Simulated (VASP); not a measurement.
All values below come from r2SCAN+rVV10, VASP's PBE PAW potentials (set 64) (plane waves; VASP).

The input files of a VASP run:

### KPOINTS
```
Automatic mesh
0
Gamma
7 7 7
0 0 0
```

### INCAR
```
# general
SYSTEM    =  CdF2
PREC      =  Accurate
ENCUT     =  520
LREAL     =  .FALSE.
LASPH     =  .TRUE.

# electronic loop
EDIFF     =  1E-7
NELM      =  100
ALGO      =  Normal
LMAXMIX   =  4
LMIXTAU   =  .TRUE.

# smearing
ISMEAR    =  0
SIGMA     =  0.05

# functional
METAGGA   =  R2SCAN
LUSE_VDW  =  .TRUE.
BPARAM    =  11.95
CPARAM    =  0.0093

# ions
ISIF      =  2

# output
LWAVE     =  .FALSE.
LCHARG    =  .FALSE.
```

### POSCAR
```
CdF2
1
    0.0000000000     2.7163570888     2.7163570888
    2.7163570888     0.0000000000     2.7163570888
    2.7163570888     2.7163570888     0.0000000000
Cd F
1 2
Direct
  0.0000000000   0.0000000000   0.0000000000
  0.2500000000   0.2500000000   0.2500000000
  0.7500000000   0.7500000000   0.7500000000
```

POTCAR, in this order: Cd F (PBE.64 set). Program: vasp_std.

Output

File OUTCAR:
```
 ion  position               nearest neighbor table
   1  0.000  0.000  0.000-   3 2.35   3 2.35   2 2.35   2 2.35   3 2.35   2 2.35   3 2.35   2 2.35
  LATTYP: Found a face centered cubic cell.
 ALAT       =     5.4327141776
 Subroutine PRICEL returns:
 Original cell was already a primitive cell.
 Subroutine GETGRP returns: Found 48 space group operations
The static configuration has the point symmetry O_h .
The dynamic configuration has the point symmetry O_h .
 Subroutine INISYM returns: Found 48 space group operations
 Subroutine IBZKPT returns following result:
 Found     20 irreducible k-points:

 Following reciprocal coordinates:
            Coordinates               Weight
  0.000000  0.000000  0.000000      1.000000
  0.142857  0.000000  0.000000      8.000000
  0.285714  0.000000  0.000000      8.000000
  0.428571  0.000000  0.000000      8.000000
  0.142857  0.142857  0.000000      6.000000
  0.285714  0.142857  0.000000     24.000000
  0.428571  0.142857  0.000000     24.000000
 -0.428571  0.142857  0.000000     24.000000
 -0.285714  0.142857  0.000000     24.000000
 -0.142857  0.142857  0.000000     12.000000
...
```

**OSZICAR**
```
       N       E                     dE             d eps       ncg     rms          rms(c)
DAV:   1     0.175223593006E+03    0.17522E+03   -0.16100E+04   712   0.157E+03
DAV:   2    -0.338541020509E+02   -0.20908E+03   -0.20320E+03   749   0.388E+02
DAV:   3    -0.422657127936E+02   -0.84116E+01   -0.83953E+01   767   0.890E+01
DAV:   4    -0.423008944333E+02   -0.35182E-01   -0.35177E-01   736   0.575E+00
DAV:   5    -0.423010241714E+02   -0.12974E-03   -0.12973E-03   746   0.326E-01    0.850E+00
DAV:   6    -0.326365611463E+02    0.96645E+01   -0.53345E+00   680   0.499E+01    0.101E+01
DAV:   7    -0.326183897011E+02    0.18171E-01   -0.21646E+00   689   0.162E+01    0.458E+00
DAV:   8    -0.337799223859E+02   -0.11615E+01   -0.56016E-01   680   0.103E+01    0.224E+00
DAV:   9    -0.323873112679E+02    0.13926E+01   -0.43870E-01   680   0.742E+00    0.776E-01
DAV:  10    -0.328082285187E+02   -0.42092E+00   -0.44159E-01   680   0.661E+00    0.228E-01
DAV:  11    -0.328353871750E+02   -0.27159E-01   -0.10790E-02   684   0.136E+00    0.196E-01
DAV:  12    -0.328219907890E+02    0.13396E-01   -0.14586E-02   680   0.147E+00    0.244E-01
DAV:  13    -0.328386802065E+02   -0.16689E-01   -0.87612E-03   680   0.112E+00    0.582E-02
DAV:  14    -0.328391074820E+02   -0.42728E-03   -0.17781E-04   713   0.149E-01    0.313E-02
DAV:  15    -0.328392061725E+02   -0.98691E-04   -0.34156E-05   685   0.671E-02    0.206E-02
DAV:  16    -0.328393370990E+02   -0.13093E-03   -0.12169E-04   684   0.123E-01    0.117E-02
DAV:  17    -0.328393583579E+02   -0.21259E-04   -0.19383E-05   680   0.491E-02    0.356E-03
DAV:  18    -0.328393585435E+02   -0.18556E-06   -0.74227E-07   712   0.109E-02    0.132E-03
DAV:  19    -0.328393590490E+02   -0.50549E-06   -0.35256E-07   685   0.698E-03    0.121E-03
DAV:  20    -0.328393595935E+02   -0.54452E-06   -0.10138E-07   525   0.391E-03    0.422E-04
DAV:  21    -0.328393595038E+02    0.89754E-07   -0.79093E-09   343   0.108E-03
   1 F= -.32839360E+02 E0= -.32839360E+02  d E =-.177968E-16
```

File OUTCAR:
```
------------------------ aborting loop because EDIFF is reached ----------------------------------------
  FORCE on cell =-STRESS in cart. coord.  units (eV):
  Direction    XX          YY          ZZ          XY          YZ          ZX
  --------------------------------------------------------------------------------------
  Total       -0.7738152     -0.7738152     -0.7738152     -0.0000000      0.0000000      0.0000000
  in kB      -30.9283845    -30.9283845    -30.9283845     -0.0000000      0.0000000      0.0000000
  external PRESSURE =     -30.9283845 kB  Pullay stress =       0.0000000 kB
  volume of cell :       40.09
      direct lattice vectors                 reciprocal lattice vectors
     0.000000000  2.716357089  2.716357089    -0.184070055  0.184070055  0.184070055
     2.716357089  0.000000000  2.716357089     0.184070055 -0.184070055  0.184070055
     2.716357089  2.716357089  0.000000000     0.184070055  0.184070055 -0.184070055
 POSITION                                       TOTAL-FORCE (eV/Angst)
 -----------------------------------------------------------------------------------
      0.00000      0.00000      0.00000         0.000000      0.000000      0.000000
      1.35818      1.35818      1.35818        -0.000000     -0.000000     -0.000000
      4.07454      4.07454      4.07454         0.000000      0.000000     -0.000000
 -----------------------------------------------------------------------------------
    total drift:                                0.000000     -0.000000      0.000000
  FREE ENERGIE OF THE ION-ELECTRON SYSTEM (eV)
  ---------------------------------------------------
  free  energy   TOTEN  =       -32.8393595038 eV

  energy  without entropy=      -32.8393595038  energy(sigma->0) =      -32.83935950
```
(Selected blocks of OUTCAR.)

The compound is CdF2 in the fluorite structure. This cell is one point of a volume scan, at 1.03 of the reference volume.
